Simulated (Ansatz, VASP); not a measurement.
# Cs2LaAlF6 in two plane-wave programs, part 2 of 2

Wanted: the spread between two codes on one cell, functional and k mesh. The cell is invented: As first built, before any earlier steps moved the atoms (in the runner's words): La for Y, Al for In in the Cs2YInF6 structure of space group Fm-3m. It may not be a known or stable phase. The cell is taken from a series of runs on this material, whose earlier steps may have relaxed, scaled, displaced or heated it; both programs get it as it stands.

VASP 6.6.1 and Ansatz 0.2.0.

So far: Starting point; VASP: relaxation of cell and atoms, PBE.

## Step 3: Ansatz: relaxation of cell and atoms, PBE

Level of this step: Ansatz beside VASP: Kohn-Sham DFT, plane waves, PBE (Ansatz).

Ansatz runs on its default PAW (the set named soft_2) files.

The same cell, functional, mesh and smearing now go to Ansatz, which takes its cutoff from its data sets.

input.yaml reads:

```yaml
crystal:
  lattice:
    - [0.0, 4.8763739289, 4.8763739289]
    - [4.8763739289, 0.0, 4.8763739289]
    - [4.8763739289, 4.8763739289, 0.0]
  atoms:
    - { symbol: Cs, position: [0.75, 0.75, 0.75] }
    - { symbol: Cs, position: [0.25, 0.25, 0.25] }
    - { symbol: La, position: [0.0, 0.0, 0.0] }
    - { symbol: Al, position: [0.5, 0.5, 0.5] }
    - { symbol: F, position: [0.774844, 0.225156, 0.225156] }
    - { symbol: F, position: [0.225156, 0.225156, 0.774844] }
    - { symbol: F, position: [0.225156, 0.774844, 0.774844] }
    - { symbol: F, position: [0.225156, 0.774844, 0.225156] }
    - { symbol: F, position: [0.774844, 0.225156, 0.774844] }
    - { symbol: F, position: [0.774844, 0.774844, 0.225156] }
kpoints:
  mp_grid: { grid: [4, 4, 4] }
scf:
  occupations: { method: gaussian, width: 0.03 }
hamiltonian:
  xc: pbe
output:
  forces: true
  stress: true
relax:
  f_tol: 0.02
  max_steps: 60
  cell: {}
```

Started as:

```sh
$ ansatz run input.yaml --threads 2 --pin off --max-ram 4096MiB --backend cpu --events-out ev --progress --plain --runs-dir out
```

Numbers of over 12 decimals in the logs are rounded to 6 here.

The program printed:

```text
Engine: ansatz 0.2.0, aarch64-unknown-linux-gnu
Pseudopotentials: kind: paw
Pseudopotential: Cs, paw, valence charge 9, recommended cutoff 420 eV (normal), Cs.paw.azcp
Pseudopotential: La, paw, valence charge 11, recommended cutoff 420 eV (normal), La.paw.azcp
Pseudopotential: Al, paw, valence charge 3, recommended cutoff 420 eV (normal), Al.paw.azcp
Pseudopotential: F, paw, valence charge 7, recommended cutoff 420 eV (normal), F.paw.azcp
Functional definition: PBE
  parameter kappa = 0.804
  parameter beta = 0.066725
  exchange = pbe_x(kappa = kappa, mu = beta*pi^2/3)
  correlation = pbe_c(beta = beta)
Crystal: 10 atoms, lattice volume = 231.911 Å³
Basis set: ecut = 420 eV, 4573 PW (Γ), exchange–correlation on 96×96×96 points (8 copies of the dense FFT grid, shifted against one another)
Bands: 47, of which v1, the nominal top of the filled ones, is band 37 counted from 1 (36 counted from 0)
Symmetry: 48 space group operations
Space group: Fm-3m (ITA 225), of the structure as read, at distance tolerance 6.1e-5 Å
k-points: 8 of 64
Non-local potential: Cs, projectors of the file, l = 0: 3, l = 1: 2, l = 2: 2, l = 3: 2
Non-local potential: La, projectors of the file, l = 0: 3, l = 1: 2, l = 2: 2, l = 3: 3
Non-local potential: Al, projectors of the file, l = 0: 2, l = 1: 2, l = 2: 1
Non-local potential: F, projectors of the file, l = 0: 2, l = 1: 2, l = 2: 1
PAW form: soft (Blöchl's): semilocal exchange-correlation on the pseudo side does not see the compensation charge
PAW one-centre angular grid: Cs, 194 points (default); XC on 64 Gauss nodes
PAW one-centre angular grid: La, 590 points (default); XC on 64 Gauss nodes
PAW one-centre angular grid: Al, 110 points (default); XC on 64 Gauss nodes
PAW one-centre angular grid: F, 110 points (default); XC on 64 Gauss nodes
Initial density: superposition of atomic densities (neutral atoms: chi_scale 0, normalization atom), corrected by the library's trained network
Initial wavefunctions: pseudopotential atomic-orbital guess
Functional: x = pbe(κ = 0.804, μ = 0.219515), c = pbe(β = 0.066725)
SCF iter   1: F=—  HF=-22991.286661 eV  |F-HF|=—  |Δ(HF+E_count)|=         —  Δρ=1.70e-3  dr2=1.56e-2  ethr=1.77e-3  ⟨swp⟩=8.6  Hψ=1894  notcnv=0  defer=5
preconditioner: auto → Resta (q_TF=auto, 2.255 Å⁻¹)  ε∞=3.9  [insulator: Δε(μ)=3.496 eV  Ē_g=10.630 eV  σ=0.030 eV  W_gap=1.00  n_scr=58 (ndim 8)  ℏωp=18.2 eV  f_vac=0.064  D(μ)=0.00/eV (n_scr^D=0)  ε∞_Penn≈3.9]
SCF iter   2: F=—  HF=-22991.283778 eV  |F-HF|=—  |Δ(HF+E_count)|=   2.88e-3  Δρ=8.86e-4  dr2=4.01e-3  ethr=2.11e-5  ⟨swp⟩=3.4  Hψ=793  notcnv=0  defer=40
SCF iter   3: F=—  HF=-22991.283433 eV  |F-HF|=—  |Δ(HF+E_count)|=   3.45e-4  Δρ=8.28e-4  dr2=1.04e-3  ethr=5.42e-6  ⟨swp⟩=2.9  Hψ=538  notcnv=0  defer=40
SCF iter   4: F=—  HF=-22991.283242 eV  |F-HF|=—  |Δ(HF+E_count)|=   1.91e-4  Δρ=1.53e-4  dr2=7.18e-5  ethr=1.40e-6  ⟨swp⟩=2.0  Hψ=493  notcnv=0  defer=40
SCF iter   5: F=—  HF=-22991.283110 eV  |F-HF|=—  |Δ(HF+E_count)|=   1.32e-4  Δρ=4.32e-5  dr2=6.44e-6  ethr=9.70e-8  ⟨swp⟩=2.2  Hψ=657  notcnv=0  defer=40
SCF iter   6: F=—  HF=-22991.283111 eV  |F-HF|=—  |Δ(HF+E_count)|=   1.13e-6  Δρ=1.33e-5  dr2=3.42e-7  ethr=8.71e-9  ⟨swp⟩=2.1  Hψ=619  notcnv=0  defer=40
SCF iter   7: F=-22991.283111 eV  HF=-22991.283111 eV  |F-HF|=9.39e-9  |Δ(HF+E_count)|=   1.84e-7  Δρ=2.88e-6  dr2=1.84e-8  ethr=1.35e-10  ⟨swp⟩=4.0  Hψ=1296  notcnv=0
SCF 1 converged in 7 iterations: F = -22991.283111 eV  dr2 = 1.84e-8
  greatest PAW one-centre occupation: 0.974 electrons in one spin orbital (limit 2), on the La atom at site 2 (counted from 0), in its partial waves of l = 0
relax step   1: F+E_penalty+E_count = -22991.28311116 eV  Δ(F+E_penalty+E_count) = +0.000e0 eV  max|allowed force component| = 2.147e0 eV/Å  Δτ_max = 0.0000 Å  P = +4.911 GPa  Ω = 231.911 Å³  (7 SCF iters, dr2 threshold 1.00e-7 eV, accepted)
[...]
relax step   3: F+E_penalty+E_count = -22992.07774308 eV  Δ(F+E_penalty+E_count) = -1.229e-1 eV  max|allowed force component| = 1.792e-1 eV/Å  Δτ_max = 0.0462 Å  P = -0.481 GPa  Ω = 232.588 Å³  energy of the carried Pulay correction = -1.288e-3 eV  (7 SCF iters, dr2 threshold 1.00e-6 eV, accepted)
[...]
relax step   4: F+E_penalty+E_count = -22992.08628831 eV  Δ(F+E_penalty+E_count) = -8.545e-3 eV  max|allowed force component| = 3.502e-3 eV/Å  Δτ_max = 0.0151 Å  P = -0.072 GPa  Ω = 232.456 Å³  energy of the carried Pulay correction = -1.038e-3 eV  (5 SCF iters, dr2 threshold 1.00e-6 eV, accepted)
[...]
relax step   5: F+E_penalty+E_count = -22992.08750811 eV  Δ(F+E_penalty+E_count) = -1.220e-3 eV  max|allowed force component| = 2.073e-4 eV/Å  Δτ_max = 0.0015 Å  P = -0.005 GPa  Ω = 231.895 Å³  energy of the carried Pulay correction = +3.099e-5 eV  (5 SCF iters, dr2 threshold 1.29e-8 eV, accepted)
[...]
relax step   6: F+E_penalty+E_count = -22992.08750811 eV  Δ(F+E_penalty+E_count) = -2.303e-9 eV  max|allowed force component| = 1.992e-4 eV/Å  Δτ_max = 0.0000 Å  P = -0.000 GPa  Ω = 231.895 Å³  stress off target by 1.11e-4 GPa  SCF on the basis re-selected at this cell (its energy is not comparable with the rows above)  (5 SCF iters)
basis re-selected at this cell: Δ(F+E_penalty+E_count) = -2.303e-9 eV, ΔP = +0.005 GPa vs the last step (what re-selecting the basis moved, of the pressure what is left beyond the Pulay correction that the steps carried, after the strain that the cell walked since its last selection, with what the two solves' SCF thresholds leave and, on support functions, any second-order correction that the steps lacked; it is no m [...]
SCF converged after 5 iterations
Free energy (F): -22992.087508 eV
Harris-Foulkes:  -22992.087508 eV  (|F-HF|=3.27e-11)
Internal energy: -22992.087508 eV  (E = F + TS)
E sigma→0 (E₀):  -22992.087508 eV
Fermi energy:    6.504061 eV
--- Per-component energies (eV) ---
  E_band       = -409.826072
  E_kinetic    = 1731.804883
  E_local      = -5294.913313  (includes V_loc(G=0)·N_el)
  E_nonlocal   = 608.768820
  E_hartree    = 2045.723942
  E_xc         = -1006.946627
  E_vxc        = -1042.942080  (∫ρ·V_xc dr)
  E_paw        = -17219.129773  (= ΣΔE_a)
  E_vpaw       = -504.004723  (= ΣTr[D̂ρ^β])
  E_aug_tail   = 0.012199  (compensation charges beyond the density's cutoff)
  E_ewald      = -3857.407640
  E_smearing   = -0.000000  (= −TS)
  E_closure    = 0.000000  (closes the sum)
  Σ components = -22992.087508   (vs F -22992.087508, Δ=0.00e0)
--- Forces (eV/Å), atoms counted from 1 ---
  atom   1  Cs    -0.00000000    -0.00000000    -0.00000000
  atom   2  Cs     0.00000000     0.00000000     0.00000000
  atom   3  La     0.00000000     0.00000000    -0.00000000
  atom   4  Al     0.00000000     0.00000000    -0.00000000
  atom   5  F      0.00019922     0.00000000     0.00000000
  atom   6  F     -0.00000000     0.00000000     0.00019922
  atom   7  F     -0.00019922    -0.00000000     0.00000000
  atom   8  F     -0.00000000     0.00019922     0.00000000
  atom   9  F      0.00000000    -0.00019922    -0.00000000
  atom  10  F      0.00000000     0.00000000    -0.00019922
  max |Σ_I F_I| component: 9.49e-19 eV/Å
--- Stress (GPa, compression-positive) ---
       -0.000111      -0.000000      -0.000000
       -0.000000      -0.000111      -0.000000
       -0.000000       0.000000      -0.000111
  P = ⅓ Tr σ = -0.0001 GPa (-0.001 kbar)
--- Relaxed structure (5 steps of the walk, 5 accepted, 1 SCFs on fresh bases) ---
  F+E_penalty+E_count = -22992.08750811 eV   max|allowed force component| = 1.992e-4 eV/Å   (the final SCF, on the basis selected at the relaxed cell)
  cell:  # Å, volume = 231.8945 Å³
    - [0, 4.876260, 4.876260]
    - [4.876260, 0, 4.876260]
    - [4.876260, 4.876260, 0]
  atoms:
    - { symbol: Cs, position: [0.75, 0.75, 0.75] }
    - { symbol: Cs, position: [0.25, 0.25, 0.25] }
    - { symbol: La, position: [1.0494343396848427e-18, 7.826289990870102e-19, 3.6018720980709033e-19] }
    - { symbol: Al, position: [0.5, 0.5, 0.5] }
    - { symbol: F, position: [0.760920, 0.239080, 0.239080] }
    - { symbol: F, position: [0.239080, 0.239080, 0.760920] }
    - { symbol: F, position: [0.239080, 0.760920, 0.760920] }
    - { symbol: F, position: [0.239080, 0.760920, 0.239080] }
    - { symbol: F, position: [0.760920, 0.239080, 0.760920] }
    - { symbol: F, position: [0.760920, 0.760920, 0.239080] }
```

## Step 4: Comparison

Known differences besides the potentials themselves: the cutoff is 420 eV in Ansatz and 600 eV in VASP; Ansatz adds a Pulay correction to the stress that steers its cell, VASP none. Total energies have different zeros and are not compared.

Both answers:

| quantity | Ansatz | VASP | difference |
| --- | --- | --- | --- |
| volume (Å³) | 231.89 | 230.09 | +0.78 % |
| edge a after relaxation, in the typed setting (Å) | 6.896 | 6.878 | +0.26 % |

## Step 5: What came out

| Quantity | Value |
| --- | --- |
| difference in volume (relaxation of cell and atoms, PBE) | 0.78 % |

What this shows: The difference in volume is 0.78 % (relaxation of cell and atoms, PBE), within the 1.2 % picked in this series as the mark of a large difference, as far as the stopping tolerances let one tell. How closely two codes agree says nothing of how well the functional describes the real material.

[Lines on the potential files, build, host, timing and source positions are cut from VASP's logs without a mark.]

[Logs are printed without paths, hosts, clocks, repeated set-up lines and the standing remarks that a program may print on its own settings, such as how far it seeks lower states.]

[Hosts, paths, dates, database ids (printed as entryN), source tags and the programs' standing remarks are cut or masked in the printed files.]
